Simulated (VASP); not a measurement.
VASP ran on this input.

### INCAR
```
SYSTEM=Ni3Si
PREC=Accurate; ENCUT=480; LREAL=.FALSE.
LASPH=.TRUE.
EDIFF=1E-7; NELM=100; ALGO=Normal
LMAXMIX=4; LMIXTAU=.TRUE.
ISMEAR=1; SIGMA=0.1
METAGGA=R2SCAN
ISIF=2
LWAVE=.FALSE.; LCHARG=.FALSE.
```

### POSCAR
```
Ni3Si
1
    3.4634969364    -0.0000000000    -0.0000000000
    0.0000000000     3.4634969364    -0.0000000000
    0.0000000000     0.0000000000     3.4634969364
Si Ni
1 3
Direct
  0.0000000000   0.0000000000   0.0000000000
  0.0000000000   0.5000000000   0.5000000000
  0.5000000000   0.0000000000   0.5000000000
  0.5000000000   0.5000000000   0.0000000000
```

**KPOINTS**
```
Automatic mesh
0
Gamma
8 8 8
0 0 0
```

POTCAR, in this order: Si Ni (PBE.64 set). Program: vasp_std.

Question: Translate this r2SCAN calculation to Ansatz.

Answer: One equivalent input (not run):
Ansatz 0.2 input:
```yaml
crystal:
  lattice:
    - [3.4634969, 0.0000000, 0.0000000]
    - [0.0000000, 3.4634969, 0.0000000]
    - [0.0000000, 0.0000000, 3.4634969]
  atoms:
    - { symbol: Si, position: [0.0000000, 0.0000000, 0.0000000] }
    - { symbol: Ni, position: [0.0000000, 0.5000000, 0.5000000] }
    - { symbol: Ni, position: [0.5000000, 0.0000000, 0.5000000] }
    - { symbol: Ni, position: [0.5000000, 0.5000000, 0.0000000] }
kpoints:
  mp_grid: { grid: [8, 8, 8] }
hamiltonian:
  xc: r2scan
  pseudopotentials: { kind: paw }
scf:
  occupations: { method: methfessel_paxton, width: 0.1 }
  max_iter: 100
output: { forces: true, stress: true, eigenvalues: true }
```
The two are equivalent in intent, not identical: each code has its own PAW files, so the cut-off isn't converted (ENCUT is set for VASP's; basis.ecutwfc is left out, and Ansatz then takes the one that its files recommend); Ansatz stops its SCF on the density residual and VASP on the energy change (EDIFF).

The compound is Ni3Si in the L1_2 structure. It was relaxed first.
